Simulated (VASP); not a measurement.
# WI (C2/m) in VASP: single point with PBE0

Aim: the single point of WI with PBE0.

All numbers are computed with VASP 6.6.1; they aren't measurements. Logs are shortened: lines on timing, memory, paths and dates and some standing lists are left out, and cuts for length are marked.

### 1 Starting point

The structure is monoclinic, space group C2/m (No. 12). The conventional cell has a = 14.298 Å, b = 3.887 Å, c = 11.153 Å, α = 90.00°, β = 128.09°, γ = 90.00°. Around I (site symmetry m) lie 2 W at 2.91 Å. Around I (site symmetry m) lie 1 W at 2.55 Å. W (site symmetry m) has 1 I at 2.55 Å and 2 W at 2.70 Å as nearest neighbours. W (site symmetry m) is surrounded by 2 W at 2.70 Å and 2 I at 2.91 Å.

The cell was built by a generator and needn't be a form met in nature.

### 2 Single point, PBE0

File POSCAR:

```
WI
1.0
    0.0000000000      3.8870400000      0.0000000000
    7.1490120000     -1.9435200000      0.0000000000
   -0.2689230000      1.9435200000     -8.7776550000
I W
4 4
Direct
    0.6537400000      0.1249700000      0.8174900000
    0.3462600000      0.8750300000      0.1825100000
    0.1107300000      0.7730700000      0.5516100000
    0.8892700000      0.2269300000      0.4483900000
    0.9291700000      0.6901700000      0.8318300000
    0.0708300000      0.3098300000      0.1681700000
    0.3065900000      0.4272600000      0.8140800000
    0.6934100000      0.5727400000      0.1859200000
```

File INCAR.step1:

```
ALGO = Normal
EDIFF = 1E-5
ENCUT = 520
GGA = PE
ISIF = 2
ISMEAR = 0
LASPH = True
LCHARG = False
LREAL = False
LWAVE = True
NBANDS = 52
NELM = 100
PREC = Accurate
SIGMA = 0.0323
```

File INCAR.step2:

```
AEXX = 0.25
ALGO = Normal
EDIFF = 1E-7
ENCUT = 520
GGA = PE
HFRCUT = -1
ISIF = 2
ISMEAR = 0
ISTART = 1
LASPH = True
LCHARG = False
LHFCALC = True
LREAL = False
LWAVE = False
NBANDS = 52
NELM = 100
PREC = Accurate
PRECFOCK = Fast
SIGMA = 0.0323
```

File KPOINTS:

```
k-points
0
Gamma
  3 2 1
```

Potentials or basis: VASP PAW PBE potentials, release 64 (I, W_sv).

Command:

```console
cat potpaw_PBE.64/I/POTCAR potpaw_PBE.64/W_sv/POTCAR > POTCAR
cp INCAR.step1 INCAR
mpirun -np 1 vasp_std > vasp.out
cp INCAR.step2 INCAR
mpirun -np 1 vasp_std > vasp.out
```

OUTCAR:

```text
AEXX = 0.25
   EDIFF = 1E-7
   ENCUT = 520
   GGA = PE
   ISIF = 2
   ISMEAR = 0
   ISTART = 1
   LASPH = True
   LHFCALC = True
   LREAL = False
   NELM = 100
   PREC = Accurate
   PRECFOCK = Fast

 ion  position               nearest neighbor table
   1  0.654  0.125  0.817-   7 2.91   7 2.91   4 3.34
   2  0.346  0.875  0.183-   8 2.91   8 2.91   3 3.34
   3  0.111  0.773  0.552-   5 2.55   2 3.34
   4  0.889  0.227  0.448-   6 2.55   1 3.34
   5  0.929  0.690  0.832-   3 2.55   7 2.70   7 2.70   8 3.25
   6  0.071  0.310  0.168-   4 2.55   8 2.70   8 2.70   7 3.25
   7  0.307  0.427  0.814-   5 2.70   5 2.70   1 2.91   1 2.91   6 3.25
   8  0.693  0.573  0.186-   6 2.70   6 2.70   2 2.91   2 2.91   5 3.25

  LATTYP: Found a base centered monoclinic cell.
 ALAT       =    14.2980240000
 B/A-ratio  =     0.2718585449
 C/A-ratio  =     0.7800172973
 COS(beta)  =    -0.6168986233

  Lattice vectors:

 A1 = (  -7.1490120000,  -1.9435200000,   0.0000000000)
 A2 = (  -7.1490120000,   1.9435200000,   0.0000000000)
 A3 = (   6.8800890000,  -0.0000000000,  -8.7776550000)

Analysis of symmetry for initial positions (statically):
=====================================================================
 Subroutine PRICEL returns:
 Original cell was already a primitive cell.

 Routine SETGRP: Setting up the symmetry group for a
 base centered monoclinic supercell.

 Subroutine GETGRP returns: Found  4 space group operations
 (whereof  4 operations were pure point group operations)
 out of a pool of  4 trial point group operations.

The static configuration has the point symmetry C_2h.

Analysis of symmetry for dynamics (positions and initial velocities):
=====================================================================
 Subroutine PRICEL returns:
 Original cell was already a primitive cell.

 Routine SETGRP: Setting up the symmetry group for a
 base centered monoclinic supercell.

 Subroutine GETGRP returns: Found  4 space group operations
 (whereof  4 operations were pure point group operations)
 out of a pool of  4 trial point group operations.

The dynamic configuration has the point symmetry C_2h.

 Subroutine INISYM returns: Found  4 space group operations
 (whereof  4 operations are pure point group operations),
 and found     1 'primitive' translations

----------------------------------------------------------------------------------------

                                     Primitive cell

  volume of cell :     243.9178

  direct lattice vectors                    reciprocal lattice vectors
     0.000000000  3.887040000  0.000000000     0.069939734  0.257265168  0.054820063
     7.149012000 -1.943520000  0.000000000     0.139879469  0.000000000 -0.004285519
    -0.268923000  1.943520000 -8.777655000     0.000000000  0.000000000 -0.113925644

  length of vectors
     3.887040000  7.408484499  8.994265777     0.272180404  0.139945101  0.113925644

  position of ions in fractional coordinates (direct lattice)
     0.653740000  0.124970000  0.817490000
     0.346260000  0.875030000  0.182510000
     0.110730000  0.773070000  0.551610000
     0.889270000  0.226930000  0.448390000
     0.929170000  0.690170000  0.831830000
     0.070830000  0.309830000  0.168170000
     0.306590000  0.427260000  0.814080000
     0.693410000  0.572740000  0.185920000

  ion indices of the primitive-cell ions
   primitive index   ion index
                 1           1
                 2           2
                 3           3
                 4           4
                 5           5
                 6           6
                 7           7
                 8           8

----------------------------------------------------------------------------------------

 KPOINTS: k-points

Automatic generation of k-mesh.
[... 24 lines left out ...]
|                                                                             |
|     Your reciprocal lattice and k-lattice belong to different lattice       |
|     classes:                                                                |
|                                                                             |
|        The reciprocal lattice is base-centered monoclinic,                  |
|        whereas your k-lattice is triclinic.                                 |
|                                                                             |
|     Results are often still useful ...                                      |
|                                                                             |
 -----------------------------------------------------------------------------

 WARNING: IBZKPT: internal override: KBLOWUP is changed to .FALSE.
      ... skipping the blow-up phase ...

 Subroutine IBZKPT returns following result:
 ===========================================

 Found      4 irreducible k-points:

 Following reciprocal coordinates:
            Coordinates               Weight
  0.000000  0.000000  0.000000      1.000000
  0.333333 -0.000000  0.000000      2.000000
  0.000000  0.500000  0.000000      1.000000
  0.333333  0.500000  0.000000      2.000000
   k-points           NKPTS =      4   k-points in BZ     NKDIM =      6   number of bands    NBANDS=     52
   number of dos      NEDOS =    301   number of ions     NIONS =      8
   total plane-waves  NPLWV = 117600
   dimension x,y,z NGX =    30 NGY =   56 NGZ =   70
   dimension x,y,z NGXF=    60 NGYF=  112 NGZF=  140
   ions per type =               4   4
   NGX,Y,Z   is equivalent  to a cutoff of  12.83, 12.57, 12.94 a.u.
   NGXF,Y,Z  is equivalent  to a cutoff of  25.66, 25.13, 25.88 a.u.
 SYSTEM =  unknown system
   PREC   = accura    normal or accurate (medium, high low for compatibility)
   ISTART =      1    job   : 0-new  1-cont  2-samecut
   ICHARG =      0    charge: 1-file 2-atom 10-const
   ISPIN  =      1    spin polarized calculation?
   LNONCOLLINEAR =      F non collinear calculations
   LSORBIT =      F    spin-orbit coupling
   LASPH  =      T    aspherical Exc in radial PAW
   ENCUT  =  520.0 eV  38.22 Ry    6.18 a.u.   7.23 13.77 16.72*2*pi/ulx,y,z
   NELM   =    100;   NELMIN=  2; NELMDL=  0     # of ELM steps
   EDIFF  = 0.1E-06   stopping-criterion for ELM
   LREAL  =      F    real-space projection
   EDIFFG = 0.1E-05   stopping-criterion for IOM
   NSW    =      0    number of steps for IOM
   IBRION =     -1    ionic relax: 0-MD 1-quasi-New 2-CG
   NFREE  =      0    steps in history (QN), initial steepest desc. (CG)
   ISIF   =      2    stress and relaxation
   ISYM   =      3    0-nonsym 1-usesym 2-fastsym
   POTIM  = 0.5000    time-step for ionic-motion
   TEBEG  =    0.0;   TEEND  =   0.0 temperature during run
   PSTRESS=    0.0 pullay stress
   NELECT =      84.0000    total number of electrons
   NUPDOWN=      -1.0000    fix difference up-down
   EMIN   =  10.00;   EMAX   =-10.00  energy-range for DOS
   EFERMI =   0.00;   METHOD = LEGACY
   ISMEAR =     0;   SIGMA  =   0.03  broadening in eV -4-tet -1-fermi 0-gaus
   EFERMI_NEDOS =   21; number of points for ismear=-14 and -15
   IALGO  =     38    algorithm
   IMIX   =      1    mixing-type and parameters
     AMIX     =   0.40;   BMIX     =  1.00
     AMIX_MAG =   1.60;   BMIX_MAG =  1.00
  volume/ion in A,a.u.               =      30.49       205.75
  Fermi-wavevector in a.u.,A,eV,Ry     =   1.147502  2.168464 17.915616  1.316761
  Thomas-Fermi vector in A             =   2.284181
   LORBIT       =      0    0 simple, 1 ext, 2 COOP (PROOUT), +10 PAW based schemes
   GGA     = PE    functional components
   LHFCALC =     T    Hartree Fock is set to
   PRECFOCK=fast      Normal, Fast or Accurate (Low or Medium for compatibility)
   ENCUT4O =  -1.0   cutoff for four orbital integrals eV
   NKREDX  =     1    reduce k-point grid by
   NKREDY  =     1    reduce k-point grid by
   NKREDZ  =     1    reduce k-point grid by
   AEXX    =    0.2500 exact exchange contribution
   HFSCREEN=    0.0000 screening length (either q_TF or 0.3 A-1)
   HFSCREENC=   0.0000 screening length for correlation (either q_TF or 0.3 A-1)
   ENCUTFOCK=  -1.0 apply spherical cutoff to Coloumb kernel
   IVDW    =     0    specifies the selected vdW correction
   LEPSILON=     F    determine dielectric tensor
   LRPA    =     F    only Hartree local field effects (RPA)
 non-spin polarized calculation
 Gauss-broadening in eV      SIGMA  =   0.03
  energy-cutoff  :      520.00
  volume of cell :      243.92
 maximum number of plane-waves:      6582
 NGX is ok and might be reduce to    30
  NGX = 16; NGY = 30; NGZ = 40

 number of electron      83.9999996 magnetization

 Free energy of the ion-electron system (eV)
  ---------------------------------------------------
  ext. energy  EPLUGINS =         0.00000000
  ---------------------------------------------------
  free energy    TOTEN  =       -62.91040188 eV

  energy without entropy =      -62.91040188  energy(sigma->0) =      -62.91040188

 E-fermi :   5.0479     XC(G=0):  -7.6845

 val. band max:        4.8869853009   @ k =   0.0000   0.5000   0.0000
 cond. band min:       5.9982928535   @ k =   0.3333   0.5000   0.0000
 fundamental gap:      1.1113075526
 Fermi energy:         5.0479010623

 k-point     1 :       0.0000    0.0000    0.0000
  band No.  band energies     occupation
      1     -73.4541      2.00000
      2     -73.4491      2.00000
      3     -73.3712      2.00000
      4     -73.3651      2.00000
      5     -36.4181      2.00000
      6     -36.3583      2.00000
[... 209 lines left out ...]
     51       8.6453      0.00000
     52       8.8509      0.00000

------------------------ aborting loop because EDIFF is reached ----------------------------------------

  FORCE on cell =-STRESS in cart. coord.  units (eV):
  Direction    XX          YY          ZZ          XY          YZ          ZX
  --------------------------------------------------------------------------------------
  -------------------------------------------------------------------------------------
  Total      -13.5028459    -21.6378620    -15.7013979      0.0000000     -0.0000000      1.1546629
  in kB      -88.6936137   -142.1285696   -103.1348303      0.0000000     -0.0000000      7.5844181
  external PRESSURE =    -111.3190045 kB  Pullay stress =       0.0000000 kB

 VOLUME and BASIS-vectors are now :
 -----------------------------------------------------------------------------
  energy-cutoff  :      520.00
  volume of cell :      243.92
      direct lattice vectors                 reciprocal lattice vectors
     0.000000000  3.887040000  0.000000000     0.069939734  0.257265168  0.054820063
     7.149012000 -1.943520000  0.000000000     0.139879469  0.000000000 -0.004285519
    -0.268923000  1.943520000 -8.777655000     0.000000000  0.000000000 -0.113925644

 POSITION                                       TOTAL-FORCE (eV/Angst)
 -----------------------------------------------------------------------------------
      0.67357      3.88704     -7.17565         0.000579     -0.000000     -0.581254
      6.20652     -0.00000     -1.60201        -0.000579     -0.000000      0.581254
      5.37835     -0.00000     -4.84184        -0.475538     -0.000000      0.197031
      1.50174      3.88704     -3.93581         0.475538     -0.000000     -0.197031
      4.71034      3.88704     -7.30152        -4.546533     -0.000000     -1.836809
      2.16975      0.00000     -1.47614         4.546533      0.000000      1.836809
      2.83556      1.94352     -7.14571         3.262653      0.000000     -3.684488
      4.04453      1.94352     -1.63194        -3.262653     -0.000000      3.684488
 -----------------------------------------------------------------------------------
    total drift:                               -0.000001     -0.000000      0.000000

  FREE ENERGIE OF THE ION-ELECTRON SYSTEM (eV)
  ---------------------------------------------------
  free  energy   TOTEN  =       -62.9104018775 eV

  energy  without entropy=      -62.9104018775  energy(sigma->0) =      -62.91040188
```

It took 15 min on 1 thread of Intel Xeon Platinum 8259CL at 2.50GHz (Skylake/Cascade Lake), shared host; peak memory 0.39 GiB.

Results:

```
Free energy            : -62.9104 eV
Pressure               : -11.1 GPa
Largest force          : 4.921 eV/Å
Band gap on the k mesh : 1.11 eV, indirect (least direct gap 1.55 eV)
```

Forces on the atoms (eV/Å):
```
I    0.001  0.000 -0.581
I   -0.001  0.000  0.581
I   -0.476  0.000  0.197
I    0.476  0.000 -0.197
W   -4.547  0.000 -1.837
W    4.547  0.000  1.837
W    3.263  0.000 -3.684
W   -3.263  0.000  3.684
```

Caveat: the k mesh is coarse (spacing up to 0.72 Å⁻¹), so the values aren't converged, least of all with exact exchange; the PAW data sets were made with another functional, which shifts forces and pressure a little; spin-orbit coupling is left out, which moves the levels of the heavy elements; an odd mesh through Γ misses points on the zone boundary, where band edges often lie; this functional lacks dispersion, which binds the layers, so the pressure and a relaxed spacing across them are unreliable.
